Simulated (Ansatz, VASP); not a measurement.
# Zr23Si7O60 (glassy 77ZrO2-23SiO2 (mol %)): VASP beside Ansatz, part 2 of 4

One calculation is typed for both programs; each brings its own data sets. How far apart do they land? The cell is taken from a series of runs on this material, whose earlier steps may have relaxed, scaled, displaced or heated it; both programs get it as it stands.

VASP 6.6.1 and Ansatz 0.2.0.

So far: The structure; Ansatz: single point, PBEsol, pair 1.

## 3. VASP: single point, PBEsol, pair 1

Level of this step: PBEsol; plane waves and PAW (Zr_sv, Si, O) (VASP).

The same cell, functional and mesh now go to VASP, with its own data sets.

Lines of VASP's logs that name or quote its potential files are left out, and so is its time.

Contents of INCAR:

```
SYSTEM = Zr23Si7O60
PREC = Accurate
ENCUT = 520
EDIFF = 1E-06
NELM = 120
ISMEAR = 0
SIGMA = 0.01
LREAL = Auto
ALGO = Normal
GGA = PS
NBANDS = 400
LASPH = .TRUE.
LORBIT = 11
LWAVE = .FALSE.
LCHARG = .FALSE.
ISIF = 2
GGA_COMPAT = .FALSE.
EFERMI = MIDGAP
NCORE = 2
```

Contents of POSCAR:

```
Zr23Si7O60
1.0
   10.5509100000      0.0000000000      0.0000000000
    0.0000000000     10.5509100000      0.0000000000
    0.0000000000      0.0000000000     10.5509100000
Zr Si O
23 7 60
Direct
    0.1311800000      0.6635400000      0.1839400000
    0.9755600000      0.1960300000      0.3189900000
    0.2331500000      0.5175000000      0.5004700000
    0.4263600000      0.6594700000      0.2760000000
    0.0842800000      0.9939300000      0.1131900000
    0.6288200000      0.6012000000      0.5169700000
    0.3852200000      0.6120700000      0.7502400000
    0.9431400000      0.3549600000      0.6223100000
    0.9201600000      0.7052400000      0.6183500000
    0.9260000000      0.7511300000      0.9693300000
    0.6559300000      0.8248500000      0.7471000000
    0.3570100000      0.4146600000      0.0548600000
    0.3898500000      0.8427600000      0.9917300000
    0.4313700000      0.9320100000      0.5076400000
    0.7898800000      0.0445900000      0.5433900000
    0.1740800000      0.8417400000      0.7138800000
    0.8049700000      0.6062900000      0.2790100000
    0.4666800000      0.0996100000      0.7503500000
    0.0591800000      0.3881500000      0.0406700000
    0.6045000000      0.6116200000      0.9912400000
    0.9709400000      0.1481500000      0.8416900000
    0.7715000000      0.3479800000      0.0378400000
    0.6402300000      0.8609300000      0.2496800000
    0.4123900000      0.2305800000      0.4400400000
    0.2293300000      0.3304000000      0.7763900000
    0.0939800000      0.9194600000      0.4297200000
    0.6364100000      0.3996600000      0.7453200000
    0.6835300000      0.3106300000      0.3519800000
    0.3112800000      0.1188100000      0.1945700000
    0.8029700000      0.0419200000      0.0679400000
    0.7387600000      0.6534700000      0.6799900000
    0.9790800000      0.0320400000      0.4412500000
    0.0299900000      0.3172600000      0.4556900000
    0.7962400000      0.1607200000      0.9737100000
    0.6205700000      0.0061000000      0.6650800000
    0.8753900000      0.1686700000      0.6714000000
    0.3131700000      0.7056000000      0.1177400000
    0.5145700000      0.7289200000      0.8482100000
    0.4426500000      0.5616600000      0.4502000000
    0.9285400000      0.3252000000      0.1706600000
    0.4278800000      0.1317000000      0.5539800000
    0.2915600000      0.9906300000      0.1045600000
    0.6214900000      0.6760800000      0.3223600000
    0.3913300000      0.1292600000      0.3200500000
    0.0094300000      0.7397800000      0.7896200000
    0.0073700000      0.5804000000      0.0326400000
    0.2634700000      0.6849300000      0.6162100000
    0.8151400000      0.7779800000      0.1756200000
    0.0230200000      0.5344800000      0.5990800000
    0.5381600000      0.7745300000      0.5854400000
    0.4372200000      0.5148100000      0.9133900000
    0.0907300000      0.2836000000      0.7344600000
    0.6714100000      0.4425900000      0.8924800000
    0.9011500000      0.9550200000      0.9818600000
    0.2114000000      0.3925900000      0.9182300000
    0.8260100000      0.8837000000      0.6548100000
    0.4980400000      0.9796400000      0.9012500000
    0.5424500000      0.7677700000      0.1017000000
    0.3077200000      0.3358600000      0.4472500000
    0.7238200000      0.4559500000      0.3882400000
    0.3221300000      0.2196900000      0.7953200000
    0.7577400000      0.4004400000      0.6546000000
    0.9923700000      0.5848200000      0.2911300000
    0.0745100000      0.1704400000      0.0079500000
    0.3516600000      0.2336700000      0.1107900000
    0.0888000000      0.8112900000      0.0546700000
    0.1552100000      0.1320800000      0.2432200000
    0.1994300000      0.4660600000      0.1540400000
    0.6706000000      0.9652700000      0.4108100000
    0.4899100000      0.5164600000      0.1514700000
    0.2408200000      0.6409100000      0.3466100000
    0.0887400000      0.8741900000      0.2853500000
    0.2761100000      0.4478700000      0.6894300000
    0.7913800000      0.2118500000      0.4111700000
    0.6781900000      0.0032800000      0.1267900000
    0.7427900000      0.7421800000      0.9136800000
    0.9079500000      0.0663500000      0.1828700000
    0.7502800000      0.5335400000      0.1048800000
    0.5774800000      0.2637400000      0.7597100000
    0.6783400000      0.2928100000      0.2022200000
    0.0582400000      0.8253300000      0.5446700000
    0.8124000000      0.6876400000      0.4575500000
    0.5520400000      0.2867000000      0.4173800000
    0.4519200000      0.8509600000      0.3294000000
    0.2771700000      0.7505400000      0.8562200000
    0.9230100000      0.3489800000      0.9040300000
    0.2352300000      0.9548200000      0.4653700000
    0.5410700000      0.5029500000      0.6778100000
    0.3517700000      0.9384000000      0.6919800000
    0.0892900000      0.0015900000      0.7893800000
```

Contents of KPOINTS:

```
Automatic mesh
0
Gamma
1 1 1
0 0 0
```

PAW data sets: Zr_sv, Si and O (PBE family, release 64).

On the command line:

```
mpirun -np 8 vasp_gam
```

Numbers of over 12 decimals in the logs are rounded to 6 here.

Output:

```text
[banner, memory and clock lines left out]
running    8 mpi-ranks, on    1 nodes
[...]
|                                                                             |
|               ----> ADVICE to this user running VASP <----                  |
|                                                                             |
|     You enforced a specific xc type in the INCAR file but a different       |
|     [... a line on the potential file left out ...]
|     I HOPE YOU KNOW WHAT YOU ARE DOING!                                     |
|                                                                             |

 LDA part: xc-table for (Slater+PW92), standard interpolation
 POSCAR, INCAR and KPOINTS ok, starting setup
[...]
entering main loop
       N       E                     dE             d eps       ncg     rms          rms(c)
DAV:   1     0.860567071036E+04    0.86057E+04   -0.41492E+05   800   0.174E+03
DAV:   2    -0.129661308016E+03   -0.87353E+04   -0.84159E+04   960   0.505E+02
DAV:   3    -0.943390654690E+03   -0.81373E+03   -0.80922E+03   976   0.155E+02
DAV:   4    -0.996257245112E+03   -0.52867E+02   -0.52794E+02  1400   0.322E+01
[...]
DAV:  17    -0.845274575463E+03   -0.96597E-05   -0.17770E-05   832   0.835E-03    0.495E-03
DAV:  18    -0.845274576997E+03   -0.15335E-05   -0.57706E-06   848   0.481E-03    0.245E-03
DAV:  19    -0.845274576968E+03    0.28202E-07   -0.10059E-06   576   0.207E-03
   1 F= -.84527458E+03 E0= -.84527458E+03  d E =0.000000E+00
```

Parts of OUTCAR (step 3):

```text
  FREE ENERGIE OF THE ION-ELECTRON SYSTEM (eV)
  ---------------------------------------------------
  free  energy   TOTEN  =      -845.2745769685 eV

  energy  without entropy=     -845.2745769685  energy(sigma->0) =     -845.27457697

[... 1 further part left out ...]
```

The run ends at a pressure of -2.56 GPa, with forces up to 3.7 eV/Å.

## 4. Differences

Known differences besides the potentials themselves: fixed occupations in Ansatz, narrow Gaussian smearing in VASP; the cutoff is 420 eV in Ansatz and 520 eV in VASP (PREC = Accurate, projectors in real space); Ansatz makes its cores anew for this functional, VASP keeps those of its PBE data sets. Total energies have different zeros and are not compared.

Both answers:

```csv
quantity,Ansatz,VASP,difference
gap on the k mesh (eV),3.173,3.170,+0.003
```

Forces on 7 of the 90 atoms, those with the largest forces and the largest differences (eV/Å; atoms numbered as in POSCAR):

```csv
atom,"Ansatz x, y, z","VASP x, y, z"
Zr17,"2.824, 0.552, -0.666","2.801, 0.531, -0.666"
Si30,"3.142, 0.183, -0.260","3.158, 0.185, -0.265"
O59,"-1.461, 1.821, 0.449","-1.537, 1.908, 0.457"
O61,"1.675, -2.060, -0.035","1.756, -2.152, -0.022"
O65,"0.745, 1.900, -1.594","0.773, 1.974, -1.653"
O75,"-3.229, -1.181, 1.115","-3.342, -1.211, 1.157"
O87,"2.172, 0.194, 0.778","2.277, 0.219, 0.804"
```

The forces differ by 29 meV/Å r.m.s., which is 3.7 % of the r.m.s. force of 0.778 eV/Å (both taken over all components). A gap on the mesh is an upper bound, since the band edges may lie between its points.

## 5. VASP: single point, PBEsol, pair 2

A single point gives forces, pressure and levels at one fixed geometry, so differences don't come from the geometry; what else differs is listed under the comparison.

Changes to INCAR since step 3:

```diff
@@ -2,3 +2,3 @@
 PREC = Accurate
-ENCUT = 520
+ENCUT = 600
 EDIFF = 1E-06
```

Contents of POSCAR:

```
Zr23Si7O60
1.0
   10.5509100000      0.0000000000      0.0000000000
    0.0000000000     10.5509100000      0.0000000000
    0.0000000000      0.0000000000     10.5509100000
Zr Si O
23 7 60
Direct
    0.1282700000      0.6793300000      0.1941800000
    0.9727000000      0.2019500000      0.3211600000
    0.2759800000      0.5162600000      0.4966800000
    0.4303400000      0.6642900000      0.2753100000
    0.0779500000      0.9955000000      0.1084200000
    0.6413000000      0.5878100000      0.5195400000
    0.3869900000      0.6290100000      0.7596700000
    0.9321100000      0.3531000000      0.6160800000
    0.9228100000      0.6926900000      0.6152800000
    0.9385400000      0.7490100000      0.9486200000
    0.6628900000      0.8153200000      0.7424400000
    0.3529000000      0.4250200000      0.0642800000
    0.3872900000      0.8494600000      0.9942600000
    0.4606100000      0.9311900000      0.5080500000
    0.7821800000      0.0378300000      0.5552400000
    0.1925200000      0.8597200000      0.6856300000
    0.8179100000      0.6024400000      0.2727300000
    0.4619700000      0.1029300000      0.7593800000
    0.0514400000      0.4046500000      0.0412100000
    0.6022600000      0.6141900000      0.9989800000
    0.9801300000      0.1301400000      0.8364300000
    0.7675900000      0.3446300000      0.0326000000
    0.6499300000      0.8623900000      0.2555800000
    0.4132900000      0.2225200000      0.4349000000
    0.2211700000      0.3333300000      0.7760600000
    0.0932000000      0.9208800000      0.4302800000
    0.6283100000      0.3994700000      0.7439700000
    0.6839400000      0.3042000000      0.3397100000
    0.2993000000      0.1277200000      0.1945500000
    0.8070700000      0.0400100000      0.0626500000
    0.7429100000      0.6536500000      0.6849300000
    0.9807500000      0.0326900000      0.4413700000
    0.0156000000      0.3202800000      0.4546800000
    0.7958500000      0.1590300000      0.9642700000
    0.6208700000      0.9992900000      0.6707500000
    0.8630100000      0.1668400000      0.6757000000
    0.3089200000      0.7174100000      0.1268600000
    0.5186500000      0.7399200000      0.8584600000
    0.4520900000      0.5532000000      0.4485700000
    0.9308300000      0.3298200000      0.1716900000
    0.4405600000      0.1256700000      0.5518300000
    0.2849000000      0.9962700000      0.1101600000
    0.6250900000      0.6758200000      0.3307900000
    0.3854800000      0.1162400000      0.3220900000
    0.0172600000      0.7443300000      0.7836400000
    0.0071100000      0.5924900000      0.0403300000
    0.2735400000      0.6808200000      0.6149000000
    0.8128600000      0.7796500000      0.2013100000
    0.0043000000      0.5232600000      0.6235900000
    0.5451300000      0.7613400000      0.5921600000
    0.4286700000      0.5281500000      0.9204400000
    0.0789200000      0.2816700000      0.7331400000
    0.6643800000      0.4427800000      0.8914800000
    0.9071100000      0.9540200000      0.9722700000
    0.2070500000      0.3895400000      0.9218100000
    0.8287300000      0.8816400000      0.6454300000
    0.4693700000      0.9984000000      0.9162300000
    0.5387900000      0.7691700000      0.1076700000
    0.3054100000      0.3296600000      0.4508900000
    0.7278500000      0.4486500000      0.3765500000
    0.3118000000      0.2118900000      0.7820900000
    0.7430600000      0.4095300000      0.6377200000
    0.9991700000      0.5913900000      0.2982400000
    0.0777600000      0.1549500000      0.9952400000
    0.3536900000      0.2441400000      0.1124400000
    0.0915100000      0.8174500000      0.0495400000
    0.1483900000      0.1431900000      0.2429000000
    0.2006000000      0.4796300000      0.1525500000
    0.6523300000      0.9648400000      0.4231100000
    0.4921000000      0.5211000000      0.1528700000
    0.2463400000      0.6333100000      0.3501300000
    0.0974200000      0.8719700000      0.2828500000
    0.2736800000      0.4539200000      0.6938600000
    0.7870800000      0.2023400000      0.4045300000
    0.6753900000      0.9899400000      0.1154500000
    0.7489600000      0.7390500000      0.9181800000
    0.9056500000      0.0639900000      0.1832800000
    0.7475400000      0.5301000000      0.1001500000
    0.5746600000      0.2580400000      0.7590900000
    0.6775300000      0.2799200000      0.1878200000
    0.0530500000      0.8099400000      0.5335600000
    0.8143800000      0.6609300000      0.4618000000
    0.5472700000      0.2903900000      0.4060600000
    0.4520900000      0.8474400000      0.3362500000
    0.2800600000      0.7730000000      0.8518100000
    0.9206200000      0.3654900000      0.9133300000
    0.2325900000      0.9471100000      0.4951700000
    0.5336000000      0.5096000000      0.6841900000
    0.3723400000      0.9339700000      0.6846600000
    0.0886500000      0.9984400000      0.7657800000
```

KPOINTS is that of step 3.

On the command line:

```
mpirun -np 8 vasp_gam
```

Output:

```text
[banner, memory and clock lines left out]
running    8 mpi-ranks, on    1 nodes
[...]
[... a notice as in an earlier step ...]

 LDA part: xc-table for (Slater+PW92), standard interpolation
 POSCAR, INCAR and KPOINTS ok, starting setup
[...]
entering main loop
       N       E                     dE             d eps       ncg     rms          rms(c)
DAV:   1     0.924289041085E+04    0.92429E+04   -0.44774E+05   800   0.195E+03
DAV:   2    -0.725410603468E+01   -0.92501E+04   -0.88810E+04   936   0.532E+02
DAV:   3    -0.935650813824E+03   -0.92840E+03   -0.92302E+03   968   0.165E+02
DAV:   4    -0.994001339368E+03   -0.58351E+02   -0.58269E+02  1400   0.350E+01
[...]
DAV:  17    -0.848948039673E+03   -0.79787E-05   -0.19071E-05   824   0.868E-03    0.650E-03
DAV:  18    -0.848948040819E+03   -0.11454E-05   -0.49515E-06   824   0.452E-03    0.238E-03
DAV:  19    -0.848948040658E+03    0.16031E-06   -0.88454E-07   544   0.198E-03
   1 F= -.84894804E+03 E0= -.84894804E+03  d E =0.000000E+00
```

From OUTCAR (step 5):

```text
  Total       -1.1614097    -14.3647632    -12.0896904      8.8628753      6.7434522     11.3446957
  in kB       -1.5842593    -19.5947306    -16.4913423     12.0896984      9.1986292     15.4751076
  external PRESSURE =     -12.5567774 kB  Pullay stress =       0.0000000 kB

 POSITION                                       TOTAL-FORCE (eV/Angst)
 -----------------------------------------------------------------------------------
      1.35337      7.16755      2.04878         0.021441      0.020894     -0.010143
     10.26287      2.13076      3.38853        -0.009825     -0.054502     -0.041416
      2.91184      5.44701      5.24043        -0.086160     -0.029708      0.048491
      4.54048      7.00886      2.90477         0.007194     -0.011076      0.003877
      0.82244     10.50343      1.14393         0.006398     -0.007721      0.020382
      6.76630      6.20193      5.48162        -0.025199     -0.043393     -0.011162
      4.08310      6.63663      8.01521         0.004478     -0.018562     -0.019456
      9.83461      3.72553      6.50020        -0.060510     -0.045038      0.048138
      9.73649      7.30851      6.49176         0.025442      0.042145      0.010215
      9.90245      7.90274     10.00880        -0.034967      0.008649      0.045632
[...]
0.98334      9.71612      4.53985        -0.028258      0.010121      0.002011
      6.62924      4.21477      7.84956         0.004370      0.001153     -0.002606
      7.21619      3.20959      3.58425        -0.008464     -0.010786      0.043510
[...]
-----------------------------------------------------------------------------------
    total drift:                               -0.013812     -0.012488      0.015919

  FREE ENERGIE OF THE ION-ELECTRON SYSTEM (eV)
  ---------------------------------------------------
  free  energy   TOTEN  =      -848.9480406583 eV

  energy  without entropy=     -848.9480406583  energy(sigma->0) =     -848.94804066

[... 1 part as in an earlier step ...]

[... 2 further parts left out ...]
[key lines of the parts left out:]
E-fermi :   5.6862
```

The run ends at a pressure of -1.26 GPa, with forces up to 0.10 eV/Å.

[end of part 2 of 4]

[Lines on the potential files, build, host, timing and source positions are cut from VASP's logs without a mark.]

[Logs are printed without paths, hosts, clocks, repeated set-up lines and the standing remarks that a program may print on its own settings, such as how far it seeks lower states.]

[Hosts, paths, dates, database ids (printed as entryN), source tags and the programs' standing remarks are cut or masked in the printed files.]
